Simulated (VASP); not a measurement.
The cell holds one Cs (bcc) (111) slab, with vacuum along c, ions free to move until forces fall under 0.03 eV/Å, no reconstruction beyond this cell, dipole correction on.

Here is the system:

```yaml
crystal:
  lattice:
    - [8.49136, 0.00000, 0.00000]
    - [-4.24568, 7.35373, 0.00000]
    - [0.00000, 0.00000, 25.16441]
  atoms:
    - { symbol: Cs, position: [0.33333, 0.66667, 0.33780] }
    - { symbol: Cs, position: [0.00000, 0.00000, 0.40127] }
    - { symbol: Cs, position: [0.66667, 0.33333, 0.45786] }
    - { symbol: Cs, position: [0.33333, 0.66667, 0.54214] }
    - { symbol: Cs, position: [0.00000, 0.00000, 0.59873] }
    - { symbol: Cs, position: [0.66667, 0.33333, 0.66220] }
```

These are PBEsol GGA, VASP's PBE PAW potentials (set 64) (plane waves; VASP) values and carry that method's errors. Run with 400 eV cut-off, 4×4×1 Γ-centred mesh, first-order Methfessel-Paxton smearing of 0.10 eV, potentials Cs_sv.

Slab and bulk use different k-meshes, so the surface energy is good to a few per cent at best. Unless said otherwise, spin-orbit coupling is left out, though it shifts the bands of the heavy elements here.

Problem. Predict its surface energy, work function, band gap (on the k-mesh).

Solution. 
The surface energy is 0.09 J/m^2 and the work function is 1.96 eV. The band gap (on the k-mesh) is none (metal, semimetal or under 0.01 eV).

The cell is a thin slab with vacuum, built from Cs (bcc): (111) face.
